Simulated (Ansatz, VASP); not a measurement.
# Ag3F and the effect of the dispersion correction

The cell as given:

The structure is cubic, space group Fm-3m (No. 225). Conventional cell: a = 6.432 Å, b = 6.432 Å, c = 6.432 Å, α = 90.00°, β = 90.00°, γ = 90.00°. Ag (site symmetry -43m) has 4 Ag at 2.79 Å and 4 F at 2.79 Å as nearest neighbours. Ag (site symmetry m-3m) has 8 Ag at 2.79 Å as nearest neighbours. F (site symmetry m-3m) has 8 Ag at 2.79 Å as nearest neighbours.

The cell comes from a database or a generator and needn't be the stable form of this composition.

Kept alike: task relaxation of cell and atoms; functional BLYP; k mesh 5 × 5 × 5; occupations fermi-dirac, width 0.05 eV; no spin polarisation. Program: Ansatz, Ansatz PAW, cutoff 420 eV. The mesh is that of the run's cell of 4 atoms. No spin-orbit coupling.

| dispersion correction | volume (Å³/atom) |
| --- | --- |
| D3(BJ) | 15.893 |
| D4 | 16.227 |
| none | 17.787 |

The relaxations keep at least the cell's symmetry (Fm-3m). For a metal such a mesh leaves the last digits unconverged. Relaxations stop with a little pressure left, so the last digits of a volume or edge aren't settled. Ansatz's relaxations hold a Pulay term in the stress (up to 0.3 GPa here). All rows use potentials made for PBE.

Task: What does the dispersion correction change here?

Result: The volume runs from 15.893 (D3(BJ)) to 17.787 Å³/atom (none). Against no correction: D3(BJ) -10.6 %; D4 -8.8 %. Dispersion terms mostly attract and so lower the volume; the schemes' coefficients and damping set how far. A twin series (VASP, PBE PAW files Ag, F, 600 eV) moves it by +1.8915 between D3(BJ) and none, against +1.8935 Å³/atom here.
